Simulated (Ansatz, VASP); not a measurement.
# WSe2 in two plane-wave programs, part 2 of 2

Aim: how closely do two programs agree when they are given the same cell, functional and k mesh? The cell is taken from a series of runs on this material, whose earlier steps may have relaxed, scaled, displaced or heated it; both programs get it as it stands.

VASP 6.6.1 and Ansatz 0.2.0.

So far: The structure; Ansatz: G0W0 gap, PBE.

### 3. VASP: G0W0 gap, PBE

Level of this step: G0W0 on PBE, no spin polarisation; plane waves and PAW (W_sv_GW, Se_GW) (VASP).

The same cell, functional and mesh now go to VASP, with its own data sets.

Lines of VASP's logs that name or quote its potential files are left out, and so is its time.

The run reads the wave functions of an earlier VASP run, which isn't shown here.

File INCAR:

```
SYSTEM = WSe2
PREC = Accurate
ENCUT = 340
ISMEAR = 0
SIGMA = 0.01
LREAL = .FALSE.
GGA = PE
NBANDS = 384
LASPH = .TRUE.
ALGO = EVGW0
NELMGW = 1
ENCUTGW = 120
NOMEGA = 64
PRECFOCK = Fast
NBANDSGW = 48
LWAVE = .FALSE.
LCHARG = .FALSE.
```

File POSCAR:

```
WSe2
1.0
    3.2790161212      0.0000000000      0.0000000000
   -1.6395080606      2.8397112604      0.0000000000
    0.0000000000      0.0000000000     12.7885090968
W Se
2 4
Direct
    0.3333333333      0.6666666667      0.2500000000
    0.6666666667      0.3333333333      0.7500000000
    0.3333333333      0.6666666667      0.6182884982
    0.6666666667      0.3333333333      0.1182884982
    0.3333333333      0.6666666667      0.8817115018
    0.6666666667      0.3333333333      0.3817115018
```

File KPOINTS:

```
Automatic mesh
0
Gamma
6 6 2
0 0 0
```

PAW data sets: W_sv_GW and Se_GW (PBE family, release 64).

Command:

```bash
$ mpirun -np 16 vasp_std
```

Numbers of over 12 decimals in the logs are rounded to 6 here.

Output:

```text
[banner, memory and clock lines left out]
running   16 mpi-ranks, on    1 nodes
 distrk:  each k-point on   16 cores,    1 groups
 distr:  one band on    1 cores,   16 groups

 POSCAR found type information on POSCAR W Se
 POSCAR found :  2 types and       6 ions
|                                                                             |
|           W    W    AA    RRRRR   N    N  II  N    N   GGGG   !!!           |
|           W    W   A  A   R    R  NN   N  II  NN   N  G    G  !!!           |
|           W    W  A    A  R    R  N N  N  II  N N  N  G       !!!           |
|           W WW W  AAAAAA  RRRRR   N  N N  II  N  N N  G  GGG   !            |
|           WW  WW  A    A  R   R   N   NN  II  N   NN  G    G                |
|           W    W  A    A  R    R  N    N  II  N    N   GGGG   !!!           |
|                                                                             |
|     For optimal performance we recommend to set                             |
|       NCORE = 2 up to number-of-cores-per-socket                            |
|     NCORE specifies how many cores store one orbital (NPAR=cpu/NCORE).      |
|     This setting can greatly improve the performance of VASP for DFT.       |
|     The default, NCORE=1 might be grossly inefficient on modern             |
|     multi-core architectures or massively parallel machines. Do your        |
|     Unfortunately you need to use the default for GW and RPA                |
|     calculations (for HF NCORE is supported but not extensively tested      |
|     yet).                                                                   |
|                                                                             |

|                                                                             |
|           W    W    AA    RRRRR   N    N  II  N    N   GGGG   !!!           |
|           W    W   A  A   R    R  NN   N  II  NN   N  G    G  !!!           |
|           W    W  A    A  R    R  N N  N  II  N N  N  G       !!!           |
|           W WW W  AAAAAA  RRRRR   N  N N  II  N  N N  G  GGG   !            |
|           WW  WW  A    A  R   R   N   NN  II  N   NN  G    G                |
|           W    W  A    A  R    R  N    N  II  N    N   GGGG   !!!           |
|                                                                             |
|     The default for ENCUTGWSOFT is different in this version of VASP.       |
|     please manually set ENCUTGWSOFT =120 in the INCAR file.                 |
|                                                                             |

 LDA part: xc-table for (Slater+PW92), standard interpolation
 found WAVECAR, reading the header
 POSCAR, INCAR and KPOINTS ok, starting setup
 FFT: planning ... GRIDC
 FFT: planning ... GRID_SOFT
 FFT: planning ... GRID
 reading WAVECAR
 the WAVECAR file was read successfully
 initial charge from wavefunction
 available memory per node:     65.56 GB, setting MAXMEM to     67131

 The Fermi energy was updated, please check that it is located mid-gap
 values below the HOMO (VB) or above the LUMO (CB) will cause erroneous energies
 E-fermi :   7.2897

 calculate exact exchange contribution
 the WAVEDER file was read successfully
|                                                                             |
|           W    W    AA    RRRRR   N    N  II  N    N   GGGG   !!!           |
|           W    W   A  A   R    R  NN   N  II  NN   N  G    G  !!!           |
|           W    W  A    A  R    R  N N  N  II  N N  N  G       !!!           |
|           W WW W  AAAAAA  RRRRR   N  N N  II  N  N N  G  GGG   !            |
|           WW  WW  A    A  R   R   N   NN  II  N   NN  G    G                |
|           W    W  A    A  R    R  N    N  II  N    N   GGGG   !!!           |
|                                                                             |
|     Automatic setting of frequency mesh for GW failed. Frequency mesh       |
|     properly not suitable for determining QP energies. Consider             |
|     increasing number of kpoints.                                           |
|                                                                             |

energies w=
    0.000    0.000    0.832    0.000    1.662    0.000    2.489    0.000
    3.310    0.000    4.123    0.000    4.929    0.000    5.724    0.000
    6.510    0.000    7.285    0.000    8.050    0.000    8.804    0.000
    9.547    0.000   10.280    0.000   11.004    0.000   11.720    0.000
   12.428    0.000   13.130    0.000   13.827    0.000   14.520    0.000
   15.210    0.000   15.900    0.000   16.591    0.000   17.284    0.000
   17.981    0.000   18.684    0.000   19.395    0.000   20.116    0.000
   20.849    0.000   21.597    0.000   22.363    0.000   23.149    0.000
   23.959    0.000   24.796    0.000   25.664    0.000   26.568    0.000
   27.513    0.000   28.505    0.000   29.549    0.000   30.655    0.000
   31.831    0.000   33.086    0.000   34.433    0.000   35.887    0.000
   37.464    0.000   39.187    0.000   41.080    0.000   43.173    0.000
   45.506    0.000   48.126    0.000   51.096    0.000   54.496    0.000
   58.432    0.000   63.043    0.000   68.526    0.000   75.155    0.000
   83.331    0.000   93.664    0.000  107.127    0.000  125.376    0.000
  151.475    0.000  191.798    0.000  262.152    0.000  415.498    0.000
 responsefunction array rank=     384
 LDA part: xc-table for (Slater+PW92), standard interpolation

 min. memory requirement per mpi rank    369.9 MB, per node   5918.2 MB

 allocating   4 responsefunctions rank=   384
 shmem allocating  64 responsefunctions rank=   384
 response function shared by NCSHMEM nodes    1
 Doing            4  frequencies on each core in blocks of           64
NQ=   1    0.0000    0.0000    0.0000,
|.........|.........|.........|.........|.........|.........|.........|.........
 performed       1856000 updates of chi_q(r,r)
 total number of BLAS operations       1726.96 Gflops
NQ=   2    0.1667   -0.0000    0.0000,
|.........|.........|.........|.........|.........|.........|.........|.........
 performed       5408000 updates of chi_q(r,r)
 total number of BLAS operations       5109.35 Gflops
NQ=   3    0.3333   -0.0000    0.0000,
|.........|.........|.........|.........|.........|.........|.........|.........
 performed       8960000 updates of chi_q(r,r)
 total number of BLAS operations       8731.14 Gflops
NQ=   4    0.5000   -0.0000    0.0000,
|.........|.........|.........|.........|.........|.........|.........|.........
 performed      11553000 updates of chi_q(r,r)
 total number of BLAS operations      11360.89 Gflops
NQ=   5    0.1667    0.1667    0.0000,
|.........|.........|.........|.........|.........|.........|.........|.........
 performed      15105000 updates of chi_q(r,r)
 total number of BLAS operations      14861.96 Gflops
NQ=   6    0.3333    0.1667    0.0000,
|.........|.........|.........|.........|.........|.........|.........|.........
 performed      19099000 updates of chi_q(r,r)
 total number of BLAS operations      19003.52 Gflops
NQ=   7    0.3333    0.3333    0.0000,
|.........|.........|.........|.........|.........|.........|.........|.........
 performed      21324000 updates of chi_q(r,r)
 total number of BLAS operations      21427.28 Gflops
NQ=   8    0.0000    0.0000    0.5000,
|.........|.........|.........|.........|.........|.........|.........|.........
 performed      23180000 updates of chi_q(r,r)
 total number of BLAS operations      22967.15 Gflops
NQ=   9    0.1667   -0.0000    0.5000,
|.........|.........|.........|.........|.........|.........|.........|.........
 performed      26732000 updates of chi_q(r,r)
 total number of BLAS operations      26252.22 Gflops
NQ=  10    0.3333   -0.0000    0.5000,
|.........|.........|.........|.........|.........|.........|.........|.........
 performed      30284000 updates of chi_q(r,r)
 total number of BLAS operations      29894.32 Gflops
NQ=  11    0.5000   -0.0000    0.5000,
|.........|.........|.........|.........|.........|.........|.........|.........
 performed      32877000 updates of chi_q(r,r)
 total number of BLAS operations      32643.59 Gflops
NQ=  12    0.1667    0.1667    0.5000,
|.........|.........|.........|.........|.........|.........|.........|.........
 performed      36429000 updates of chi_q(r,r)
 total number of BLAS operations      36204.77 Gflops
NQ=  13    0.3333    0.1667    0.5000,
|.........|.........|.........|.........|.........|.........|.........|.........
 performed      40423000 updates of chi_q(r,r)
 total number of BLAS operations      40346.33 Gflops
NQ=  14    0.3333    0.3333    0.5000,
|.........|.........|.........|.........|.........|.........|.........|.........
 performed      42648000 updates of chi_q(r,r)
 total number of BLAS operations      42653.30 Gflops
 resolving degeneracies of screened two electron integrals

 calculate QP shifts <psi_nk| G(iteration)W_0 |psi_nk>: iteration 1
 entering main loop
```

Parts of OUTCAR (step 3):

```text
ion  position               nearest neighbor table
   1  0.333  0.667  0.250-   4 2.53   6 2.53   4 2.53   6 2.53   4 2.53   6 2.53
   2  0.667  0.333  0.750-   3 2.53   5 2.53   3 2.53   5 2.53   3 2.53   5 2.53
   3  0.333  0.667  0.618-   2 2.53   2 2.53   2 2.53
   4  0.667  0.333  0.118-   1 2.53   1 2.53   1 2.53
   5  0.333  0.667  0.882-   2 2.53   2 2.53   2 2.53
   6  0.667  0.333  0.382-   1 2.53   1 2.53   1 2.53

  LATTYP: Found a hexagonal cell.
 ALAT       =     3.2790161212
 C/A-ratio  =     3.9001055878

 Subroutine GETGRP returns: Found 24 space group operations
 (whereof 12 operations were pure point group operations)

The static configuration has the point symmetry D_3d.
 The point group associated with its full space group is D_6h.

 Found     14 irreducible k-points:

   k-points           NKPTS =     14   k-points in BZ     NKDIM =     72   number of bands    NBANDS=    384

   dimension x,y,z NGX =    20 NGY =   20 NGZ =   80
   dimension x,y,z NGXF=    40 NGYF=   40 NGZF=  160

   ENCUT  =  340.0 eV  24.99 Ry    5.00 a.u.   4.93  4.93 19.23*2*pi/ulx,y,z

   NELECT =      52.0000    total number of electrons

  energy-cutoff  :      340.00
  volume of cell :      119.08
      direct lattice vectors                 reciprocal lattice vectors
     3.279016121  0.000000000  0.000000000     0.304969528  0.176074239  0.000000000
    -1.639508061  2.839711260  0.000000000     0.000000000  0.352148479  0.000000000
     0.000000000  0.000000000 12.788509097     0.000000000  0.000000000  0.078195198

 k-points in reciprocal lattice and weights: Automatic mesh
   0.00000000  0.00000000  0.00000000       0.014
   0.16666667 -0.00000000  0.00000000       0.083
   0.33333333 -0.00000000  0.00000000       0.083
   0.50000000 -0.00000000  0.00000000       0.042
   0.16666667  0.16666667  0.00000000       0.083
   0.33333333  0.16666667  0.00000000       0.167
   0.33333333  0.33333333  0.00000000       0.028
   0.00000000  0.00000000  0.50000000       0.014
   0.16666667 -0.00000000  0.50000000       0.083
[...]
0.33333333  0.16666667  0.50000000       0.167
   0.33333333  0.33333333  0.50000000       0.028

 E-fermi :   7.2897

 QP shifts <psi_nk| G(iteration)W_0 |psi_nk>: iteration 1
 for sc-GW calculations column KS-energies equals QP-energies in previous step
 and V_xc(KS)=  KS-energies - (<T + V_ion + V_H > + <T+V_H+V_ion>^1  + <V_x>^1)
 k-point   1 :       0.0000    0.0000    0.0000
  band No.  KS-energies  QP-energies   sigma(KS)   V_xc(KS)     V^pw_x(r,r')   Z            occupation Imag(sigma)
    ...
     23       5.3861       5.1144     -15.1035     -14.7489     -16.2657       0.7663       2.0000       0.1864
     24       5.6455       5.4024     -14.1517     -13.8325     -15.1476       0.7618       2.0000       0.1918
     25       5.8866       5.3870     -13.3595     -12.7178     -14.8409       0.7786       2.0000       0.1940
     26       6.8442       6.7147     -15.0093     -14.8394     -15.4430       0.7621       2.0000       0.1177
     27       9.4736       9.8190     -13.6702     -14.1202      -9.7934       0.7678       0.0000      -0.2529
     28       9.4736       9.8190     -13.6702     -14.1202      -9.7934       0.7678       0.0000      -0.2529
     29       9.5257       9.8082     -13.5464     -13.9153      -9.7613       0.7658       0.0000      -0.2727
     30       9.5257       9.8082     -13.5464     -13.9153      -9.7613       0.7658       0.0000      -0.2727
    ...

 k-point   2 :       0.1667   -0.0000    0.0000
  band No.  KS-energies  QP-energies   sigma(KS)   V_xc(KS)     V^pw_x(r,r')   Z            occupation Imag(sigma)
    ...
     23       4.9952       4.5326     -13.6140     -13.0144     -15.2237       0.7714       2.0000       0.2215
     24       5.6923       5.4719     -14.4349     -14.1452     -15.4463       0.7606       2.0000       0.1890
     25       5.8164       5.3376     -13.3437     -12.7266     -14.8480       0.7760       2.0000       0.1957
     26       6.1369       5.9538     -14.6526     -14.4124     -15.4467       0.7623       2.0000       0.1580
     27       8.4680       8.7379     -13.2993     -13.6500      -9.6420       0.7695       0.0000      -0.2227
     28       9.0222       9.4165     -13.8413     -14.3519      -9.8782       0.7721       0.0000      -0.2425
     29       9.0482       9.3261     -13.6885     -14.0518     -10.0013       0.7649       0.0000      -0.2473
     30       9.1576       9.4543     -13.8676     -14.2563     -10.0132       0.7633       0.0000      -0.2676
    ...

 k-point   3 :       0.3333   -0.0000    0.0000
  band No.  KS-energies  QP-energies   sigma(KS)   V_xc(KS)     V^pw_x(r,r')   Z            occupation Imag(sigma)
    ...
     23       5.0851       4.8055     -13.9167     -13.5504     -15.1878       0.7632       2.0000       0.2271
     24       5.2445       4.8238     -13.8995     -13.3515     -15.5062       0.7676       2.0000       0.2225
     25       5.3827       5.1270     -14.2391     -13.9036     -15.4513       0.7624       2.0000       0.2099
     26       5.4404       5.0500     -14.1331     -13.6256     -15.6242       0.7693       2.0000       0.2092
     27       8.3464       8.6458     -13.8548     -14.2466     -10.0450       0.7642       0.0000      -0.2335
     28       8.7447       9.1168     -14.8523     -15.3447     -10.9181       0.7557       0.0000      -0.2586
     29       8.9574       9.3358     -14.9287     -15.4295     -10.9243       0.7555       0.0000      -0.2725
     30       9.1699       9.5128     -14.2972     -14.7483     -10.2036       0.7603       0.0000      -0.2863
    ...

 k-point   4 :       0.5000   -0.0000    0.0000
  band No.  KS-energies  QP-energies   sigma(KS)   V_xc(KS)     V^pw_x(r,r')   Z            occupation Imag(sigma)
    ...
     23       5.3591       4.9543     -13.2166     -12.6931     -14.5320       0.7732       2.0000       0.2048
     24       5.4716       4.9956     -13.3635     -12.7486     -14.9319       0.7741       2.0000       0.2093
     25       5.5430       5.2262     -13.8443     -13.4319     -15.0477       0.7682       2.0000       0.1970
     26       5.7867       5.3383     -13.6110     -13.0334     -15.0580       0.7762       2.0000       0.1933
     27       8.9988       9.4666     -16.0037     -16.6304     -11.6896       0.7466       0.0000      -0.3016
     28       9.0452       9.5122     -15.9823     -16.6086     -11.6372       0.7456       0.0000      -0.3064
     29       9.1148       9.4742     -14.3279     -14.8017     -10.1020       0.7585       0.0000      -0.2965
     30       9.5306       9.9580     -15.5049     -16.0750     -10.9770       0.7496       0.0000      -0.3497
    ...

[... 4 further parts left out ...]
```

This run has no spin polarisation, so a moment on W, if there is one, isn't seen.

### 4. Comparison

Known differences besides the potentials themselves: fixed occupations in Ansatz, narrow Gaussian smearing in VASP; the data sets hold 92 valence electrons in Ansatz (on its default PAW (the set named soft_2) files) and 52 in VASP; the cutoff is 420 eV in Ansatz and 340 eV in VASP; Ansatz integrates over frequency by contour deformation, VASP on a grid of NOMEGA points; Ansatz's G0W0 levels solve the quasiparticle equation, VASP's are linearised. Total energies have different zeros and are not compared.

The two programs side by side:

```csv
quantity,Ansatz,VASP,difference
G0W0 gap on the mesh (eV),1.17,1.25,-0.08
Kohn-Sham gap under it (eV),0.90,0.89,+0.01
```

VASP's log warns that its frequency grid doesn't suit quasiparticle energies on this mesh.

### 5. What came out

* difference in G0W0 gap on the mesh (G0W0 gap, PBE): -0.077 eV

What this shows: The difference in G0W0 gap on the mesh is -0.077 eV (G0W0 gap, PBE). The data sets hold unlike numbers of valence electrons (92 in Ansatz and 52 in VASP), so part of the differences comes from the potentials. Such differences can come from data sets, numerical settings and the points named under the comparisons, not from the functional's error against experiment.

[Lines on the potential files, build, host, timing and source positions are cut from VASP's logs without a mark.]

[Logs are printed without paths, hosts, clocks, repeated set-up lines and the standing remarks that a program may print on its own settings, such as how far it seeks lower states.]

[Hosts, paths, dates, database ids (printed as entryN), source tags and the programs' standing remarks are cut or masked in the printed files.]
